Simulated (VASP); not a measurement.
Input:

```
CELL_PARAMETERS angstrom
      0.00000     3.59374     3.59374
      3.59374     0.00000     3.59374
      3.59374     3.59374     0.00000
ATOMIC_POSITIONS crystal
  K  0.00000 0.00000 0.00000
  I  0.50000 0.50000 0.50000
```

Level of theory: PBE0 hybrid, VASP's PBE PAW potentials (set 64) (plane waves; VASP). Settings: 520 eV cut-off, 6×6×6 Γ-centred mesh, Gaussian smearing of 0.050 eV, potentials K_sv I.

Unless said otherwise, spin-orbit coupling is left out, though it shifts the bands of the heavy elements here.

Question: Predict the energy per atom (σ→0), band gap (over the mesh, the named points and PBE's band edges) with the smallest direct gap where there is one.

Answer: 
- band gap (over the mesh, the named points and PBE's band edges) = 5.52 eV
- smallest direct gap (over the mesh, the named points and PBE's band edges) = 5.52 eV
- energy per atom (σ→0) = -3.450 eV/atom

Total energies compare only between runs with the same potentials, cut-off and functional.

The compound is KI in the rock salt structure. It was relaxed first, which changed the volume by +5 %.
